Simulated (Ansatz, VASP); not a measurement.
**KCdF3: VASP beside Ansatz**

Aim: how closely do two programs agree when they are given the same cell, functional and k mesh? The cell is taken from a series of runs on this material, whose earlier steps may have relaxed, scaled, displaced or heated it; both programs get it as it stands.

Main program and level: Ansatz 0.2.0; plane waves, with VASP 6.6.1 beside it; dielectric response at LDA.

## (1) The starting structure

The structure is cubic, space group Pm-3m (No. 221). The conventional cell has a = 4.382 Å, b = 4.382 Å, c = 4.382 Å, α = 90.00°, β = 90.00°, γ = 90.00°. Nearest to K lie 12 F at 3.10 Å. Nearest to Cd lie 6 F at 2.19 Å. Nearest to F lie 2 Cd at 2.19 Å and 4 K at 3.10 Å. Farther neighbours and most contacts between anions are not listed.

## (2) Ansatz: dielectric response, LDA

Ansatz runs on its default PAW (the set named soft_2) files.

The response to a field tests empty states and converges slowly with the mesh.

File input.yaml:

```yaml
crystal:
  lattice:
    - [4.38208902, 0.0, 0.0]
    - [0.0, 4.38208902, 0.0]
    - [0.0, 0.0, 4.38208902]
  atoms:
    - { symbol: K, position: [0.0, 0.0, 0.0] }
    - { symbol: Cd, position: [0.5, 0.5, 0.5] }
    - { symbol: F, position: [0.0, 0.5, 0.5] }
    - { symbol: F, position: [0.5, 0.0, 0.5] }
    - { symbol: F, position: [0.5, 0.5, 0.0] }
kpoints:
  mp_grid: { grid: [6, 6, 6] }
hamiltonian:
  xc: lda
scf:
  occupations: { method: fixed }
dielectric: {}
```

Started as:

```
ansatz run input.yaml --threads 4 --pin off --max-ram 7372MiB --backend cpu --events-out ev --progress --plain --runs-dir out
```

Numbers of over 12 decimals in the logs are rounded to 6 here.

The program printed:

```text
Engine: ansatz 0.2.0, aarch64-unknown-linux-gnu
Pseudopotentials: kind: paw
Pseudopotential: K, paw, valence charge 9, recommended cutoff 420 eV (normal), K.paw.azcp
Pseudopotential: Cd, paw, valence charge 20, recommended cutoff 420 eV (normal), Cd.paw.azcp
Pseudopotential: F, paw, valence charge 7, recommended cutoff 420 eV (normal), F.paw.azcp
Functional definition: SPW92
  exchange = slater_x
  correlation = pw_c
Crystal: 5 atoms, lattice volume = 84.148 Å³
Basis set: ecut = 420 eV, 1647 PW (Γ), exchange–correlation on 60×60×60 points (8 copies of the dense FFT grid, shifted against one another)
Bands: 30, of which v1, the nominal top of the filled ones, is band 25 counted from 1 (24 counted from 0)
Symmetry: 48 space group operations
k-points: 40 of 216 (irreducible under 8 space group operations, time reversal used)
Non-local potential: K, projectors of the file, l = 0: 3, l = 1: 2, l = 2: 2
Non-local potential: Cd, projectors of the file, l = 0: 3, l = 1: 2, l = 2: 2, l = 3: 1
Non-local potential: F, projectors of the file, l = 0: 2, l = 1: 2, l = 2: 1
PAW form: soft (Blöchl's): semilocal exchange-correlation on the pseudo side does not see the compensation charge
PAW frozen core: K, regenerated for the run's functional, and the local potential with it (the file was generated under x = pbe(κ = 0.804, μ = 0.219515), c = pbe(β = 0.066725))
PAW frozen core: Cd, regenerated for the run's functional, and the local potential with it (the file was generated under x = pbe(κ = 0.804, μ = 0.219515), c = pbe(β = 0.066725))
PAW frozen core: F, regenerated for the run's functional, and the local potential with it (the file was generated under x = pbe(κ = 0.804, μ = 0.219515), c = pbe(β = 0.066725))
PAW one-centre angular grid: K, 110 points (default); XC on 64 Gauss nodes
PAW one-centre angular grid: Cd, 590 points (default); XC on 64 Gauss nodes
PAW one-centre angular grid: F, 110 points (default); XC on 64 Gauss nodes
Initial density: superposition of atomic densities (neutral atoms: chi_scale 0, normalization atom), corrected by the library's trained network
Initial wavefunctions: pseudopotential atomic-orbital guess
Functional: x = slater, c = lda
SCF iter   1: F=—  HF=-11999.046434 eV  |F-HF|=—  |Δ(HF+E_count)|=         —  Δρ=1.88e-2  dr2=2.18e-1  ethr=1.77e-3  ⟨swp⟩=4.7  Hψ=4232  notcnv=0  defer=99
preconditioner: auto → Resta (q_TF=auto, 2.502 Å⁻¹)  ε∞=3.7  [insulator: Δε(μ)=2.546 eV  Ē_g=15.970 eV  n_scr=26 (ndim 8)  ℏωp=26.2 eV  f_vac=0.162  ε∞_Penn≈3.7]
SCF iter   2: F=—  HF=-11998.986159 eV  |F-HF|=—  |Δ(HF+E_count)|=   6.03e-2  Δρ=5.52e-3  dr2=9.51e-3  ethr=4.35e-4  ⟨swp⟩=2.3  Hψ=2375  notcnv=0  defer=107
SCF iter   3: F=—  HF=-11998.983506 eV  |F-HF|=—  |Δ(HF+E_count)|=   2.65e-3  Δρ=2.15e-3  dr2=2.42e-3  ethr=1.90e-5  ⟨swp⟩=2.3  Hψ=1750  notcnv=0  defer=110
SCF iter   4: F=—  HF=-11998.982963 eV  |F-HF|=—  |Δ(HF+E_count)|=   5.43e-4  Δρ=9.18e-4  dr2=4.96e-4  ethr=4.84e-6  ⟨swp⟩=1.1  Hψ=1164  notcnv=0  defer=106
SCF iter   5: F=—  HF=-11998.982828 eV  |F-HF|=—  |Δ(HF+E_count)|=   1.34e-4  Δρ=1.59e-4  dr2=1.88e-5  ethr=9.92e-7  ⟨swp⟩=2.7  Hψ=2065  notcnv=0  defer=43
SCF iter   6: F=—  HF=-11998.982832 eV  |F-HF|=—  |Δ(HF+E_count)|=   3.98e-6  Δρ=2.90e-5  dr2=7.64e-7  ethr=3.76e-8  ⟨swp⟩=2.2  Hψ=1455  notcnv=0  defer=40
SCF iter   7: F=—  HF=-11998.982837 eV  |F-HF|=—  |Δ(HF+E_count)|=   4.86e-6  Δρ=5.33e-6  dr2=3.80e-8  ethr=1.53e-9  ⟨swp⟩=2.4  Hψ=1973  notcnv=0  defer=40
SCF iter   8: F=—  HF=-11998.982837 eV  |F-HF|=—  |Δ(HF+E_count)|=   1.32e-9  Δρ=1.99e-6  dr2=2.74e-9  ethr=7.60e-11  ⟨swp⟩=2.1  Hψ=1671  notcnv=0  defer=40
SCF iter   9: F=-11998.982837 eV  HF=-11998.982837 eV  |F-HF|=1.46e-11  |Δ(HF+E_count)|=  6.98e-10  Δρ=1.90e-7  dr2=3.21e-11  ethr=1.00e-12  ⟨swp⟩=7.0  Hψ=5145  notcnv=0
SCF 1 converged in 9 iterations: F = -11998.982837 eV  dr2 = 3.21e-11
  greatest PAW one-centre occupation: 1.000 electrons in one spin orbital (limit 2), on the Cd atom at site 1 (counted from 0), in its partial waves of l = 0
DFPT response loops at Γ: preconditioner auto → none (the input reference at scf.mixing.eps_inf says where Resta's filter doesn't serve); β = 0.50; Broyden in place of MSR1
SCF converged after 9 iterations
Free energy (F): -11998.982837 eV
Harris-Foulkes:  -11998.982837 eV  (|F-HF|=1.46e-11)
Internal energy: -11998.982837 eV  (E = F + TS)
E sigma→0 (E₀):  -11998.982837 eV
Fermi energy:    3.657750 eV
--- Per-component energies (eV) ---
  E_band       = -708.540258
  E_kinetic    = 1372.692941
  E_local      = -6467.653131  (includes V_loc(G=0)·N_el)
  E_nonlocal   = 286.845969
  E_hartree    = 2781.268680
  E_xc         = -540.848119
  E_vxc        = -685.702978  (∫ρ·V_xc dr)
  E_paw        = -5255.207988  (= ΣΔE_a)
  E_vpaw       = -777.266559  (= ΣTr[D̂ρ^β])
  E_aug_tail   = 0.006038  (compensation charges beyond the density's cutoff)
  E_ewald      = -4177.451051
  E_core_change = 1.363824  (= ΣΔE_core)
  E_smearing   = -0.000000  (= −TS)
  E_closure    = -0.000000  (closes the sum)
  Σ components = -11998.982837   (vs F -11998.982837, Δ=0.00e0)
--- Band table (eV; the first three rows and the last of 40) ---
  k-point 0: bands = [... 21 lower, 1.7977, 1.8550, 1.8550, 1.8550, 6.4676, 11.6700, 11.6700, 11.9773, ... 1 higher]
  k-point 1: bands = [... 21 lower, 1.8065, 1.8065, 1.8808, 1.8808, 6.9374, 11.6357, 11.8425, 12.2129, ... 1 higher]
  k-point 2: bands = [... 21 lower, 1.7932, 1.8065, 1.9681, 1.9681, 8.0885, 11.0446, 12.2089, 13.1929, ... 1 higher]
  k-point 39: bands = [... 21 lower, 2.2260, 2.2260, 3.6578, 3.6578, 11.1459, 11.1459, 11.1459, 12.2979, ... 1 higher]
--- Dielectric response (ions clamped): 1 representative field direction + reference, on 40 of 216 k-points (Σ response iterations 8) ---
  k mesh reduced under 8 symmetry operations, with k and −k counted as one. Each operation leaves every solved perturbation unchanged. A smaller set is not considered because the run solves the response to a homogeneous field
  ε∞ (high-frequency dielectric tensor):
        2.396310     0.000000    -0.000000
       -0.000000     2.396310     0.000000
        0.000000     0.000000     2.396310
  Born effective charges Z* (e; rows j = field, columns β = displacement):
    site 0:
         1.19559   -0.00000   -0.00000
        -0.00000    1.19559    0.00000
        -0.00000    0.00000    1.19559
    site 1:
         2.32447   -0.00000    0.00000
         0.00000    2.32447    0.00000
         0.00000    0.00000    2.32447
    site 2:
        -1.78749    0.00000   -0.00000
         0.00000   -0.86628    0.00000
         0.00000    0.00000   -0.86628
    site 3:
        -0.86628    0.00000    0.00000
        -0.00000   -1.78749    0.00000
         0.00000    0.00000   -0.86628
    site 4:
        -0.86628   -0.00000    0.00000
        -0.00000   -0.86628    0.00000
        -0.00000    0.00000   -1.78749
  Z* charge neutrality: 4.141e-6 e pre-enforcement
  k-mesh period / interband length: 26.3 Å / 1.11 Å = 23.72 at k = (0.0000, 0.0000, 0.0000), direct gap 4.613 eV — 14 or more, which is no proof of convergence
```

Reading the cycles: dr2 is the Hartree energy of the density residual (eV), the measure of convergence; HF is the Harris–Foulkes estimate of the energy, which meets the free energy F at convergence.

[end of part 1 of 2]

[Lines on the potential files, build, host, timing and source positions are cut from VASP's logs without a mark.]

[Logs are printed without paths, hosts, clocks, repeated set-up lines and the standing remarks that a program may print on its own settings, such as how far it seeks lower states.]

[Hosts, paths, dates, database ids (printed as entryN), source tags and the programs' standing remarks are cut or masked in the printed files.]
